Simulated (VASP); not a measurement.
Here is the system:

```yaml
crystal:
  lattice:
    - [0.00000, 2.42881, 2.42881]
    - [2.42881, 0.00000, 2.42881]
    - [2.42881, 2.42881, 0.00000]
  atoms:
    - { symbol: Ca, position: [0.00000, 0.00000, 0.00000] }
    - { symbol: O, position: [0.50000, 0.50000, 0.50000] }
```

Computed with r2SCAN meta-GGA, VASP's PBE PAW potentials (set 64) (plane waves; VASP). Numerical set-up: 520 eV cut-off, 9×9×9 Γ-centred mesh, Gaussian smearing of 0.050 eV, potentials Ca_sv O.

**Question.** Estimate the energy per atom (σ→0), pressure.

**Answer.** 
```
Property                       Result
---------------------  --------------
energy per atom (σ→0)  -9.723 eV/atom
pressure                    -3.28 GPa
```

The absolute energy has meaning only against runs of the same code, potentials and settings.

The compound is CaO in the rock salt structure. This cell is one point of a volume scan, at 1.03 of the reference volume.
